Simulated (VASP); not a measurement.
Here is the system:

```
NaF
1.0
    0.00000     2.31500     2.31500
    2.31500     0.00000     2.31500
    2.31500     2.31500     0.00000
Na F
1 1
Direct
  0.00000   0.00000   0.00000
  0.50000   0.50000   0.50000
```

The numbers are results of PBEsol GGA, VASP's PBE PAW potentials (set 64) (plane waves; VASP 6.6.1), not measurements. Run with 520 eV cut-off, 11×11×11 Γ-centred mesh, tetrahedra with Blöchl corrections, potentials Na_pv F.

What does the run give for the energy per atom (σ→0), band gap (on the k-mesh) with the smallest direct gap where there is one?

The band gap (on the k-mesh) is 6.17 eV. The smallest direct gap (on the k-mesh) is 6.17 eV and the energy per atom (σ→0) is -4.384 eV/atom.

Total energies compare only between runs with the same potentials, cut-off and functional.

The compound is NaF in the rock salt structure. The cell was not relaxed at this level.
